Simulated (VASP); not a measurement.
The input files of a VASP run:

KPOINTS:
```
Automatic mesh
0
Gamma
6 6 6
0 0 0
```

### POSCAR
```
ZnGeP2
1
   -2.5680718899     2.5680718899     5.0650374960
    2.5680718899    -2.5680718899     5.0650374960
    2.5680718899     2.5680718899    -5.0650374960
Zn Ge P
2 2 4
Direct
  0.0000000000   0.0000000000   0.0000000000
  0.7500000000   0.2500000000   0.5000000000
  0.5000000000   0.5000000000   0.0000000000
  0.2500000000   0.7500000000   0.5000000000
  0.8750000000   0.8765753666   0.5015753666
  0.1234246334   0.6250000000   0.9984246334
  0.3750000000   0.3734246334   0.4984246334
  0.6265753666   0.1250000000   0.0015753666
```

### INCAR
```
ALGO=Normal
EDIFF=1E-6
EDIFFG=-0.02
ENCUT=500
GGA=PS
IBRION=2
ISIF=3
ISMEAR=0
LASPH=.True.
LCHARG=.False.
LMAXMIX=4
LREAL=.False.
LWAVE=.False.
NELM=100
NSW=40
PREC=Accurate
PSTRESS=300
SIGMA=0.05
SYSTEM=ZnGeP2
```

POTCAR, in this order: Zn Ge_d P (PBE.64 set). Program: vasp_std.

### Question
Write an equivalent input for Ansatz.

### Answer
One equivalent input (not run):
Ansatz 0.2 input:
```yaml
crystal:
  lattice:
    - [-2.5680719, 2.5680719, 5.0650375]
    - [2.5680719, -2.5680719, 5.0650375]
    - [2.5680719, 2.5680719, -5.0650375]
  atoms:
    - { symbol: Zn, position: [0.0000000, 0.0000000, 0.0000000] }
    - { symbol: Zn, position: [0.7500000, 0.2500000, 0.5000000] }
    - { symbol: Ge, position: [0.5000000, 0.5000000, 0.0000000] }
    - { symbol: Ge, position: [0.2500000, 0.7500000, 0.5000000] }
    - { symbol: P, position: [0.8750000, 0.8765754, 0.5015754] }
    - { symbol: P, position: [0.1234246, 0.6250000, 0.9984246] }
    - { symbol: P, position: [0.3750000, 0.3734246, 0.4984246] }
    - { symbol: P, position: [0.6265754, 0.1250000, 0.0015754] }
kpoints:
  mp_grid: { grid: [6, 6, 6] }
hamiltonian:
  xc: pbesol
  pseudopotentials: { kind: paw }
scf:
  occupations: { method: gaussian, width: 0.05 }
  max_iter: 100
relax:
  max_steps: 40
  f_tol: 0.02
  cell: { p_target: 30 }
output: { forces: true, stress: true, eigenvalues: true }
```
What does not carry over: each code has its own PAW files, so the cut-off isn't converted (ENCUT is set for VASP's; basis.ecutwfc is left out, and Ansatz then takes the one that its files recommend); Ansatz stops its SCF on the density residual and VASP on the energy change (EDIFF).

The compound is ZnGeP2 in the chalcopyrite structure. This run relaxes it under an external pressure of 30 GPa. Symmetry was kept, so distortions that lower it aren't found.
